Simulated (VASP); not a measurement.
Given:

```yaml
crystal:
  lattice:
    - [4.27657, 0.00000, 0.00000]
    - [0.00000, 4.27657, 0.00000]
    - [0.00000, 0.00000, 4.27657]
  atoms:
    - { symbol: Zr, position: [0.00000, 0.50000, 0.50000] }
    - { symbol: Zr, position: [0.50000, 0.00000, 0.50000] }
    - { symbol: Zr, position: [0.50000, 0.50000, 0.00000] }
    - { symbol: Pt, position: [0.00000, 0.00000, 0.00000] }
```

Level of theory: PBEsol GGA, VASP's PBE PAW potentials (set 64) (plane waves; VASP 6.6.1). Settings: 400 eV cut-off, Gaussian smearing of 0.050 eV, potentials Zr_sv Pt.

Give the energies of bands 13 to 26 at the high-symmetry points, in eV from the Fermi level.

| band | Γ | X | M | R |
|---|---|---|---|---|
| 13 | -6.87 | -5.05 | -3.94 | -5.12 |
| 14 | -4.72 | -3.91 | -3.77 | -4.41 |
| 15 | -4.72 | -3.71 | -3.34 | -4.41 |
| 16 | -4.14 | -3.71 | -3.20 | -4.41 |
| 17 | -4.14 | -3.16 | -3.20 | -2.90 |
| 18 | -4.14 | -3.16 | -2.61 | -2.90 |
| 19 | -4.03 | -2.60 | -2.19 | -0.93 |
| 20 | -0.54 | -2.36 | -2.19 | -0.93 |
| 21 | -0.54 | -1.28 | -1.18 | -0.93 |
| 22 | -0.54 | -0.82 | -0.84 | 0.80 |
| 23 | 0.92 | -0.82 | -0.45 | 0.80 |
| 24 | 0.92 | 1.37 | -0.45 | 0.80 |
| 25 | 3.13 | 1.37 | -0.39 | 0.92 |
| 26 | 3.13 | 1.38 | 1.67 | 0.92 |

It has no gap at this level: it comes out as a metal or semimetal.

The structure comes from a computed database's Zr3Pt entry (Pm-3m); how it stands against other phases isn't given here. It was relaxed first, which changed the volume by -5 %.
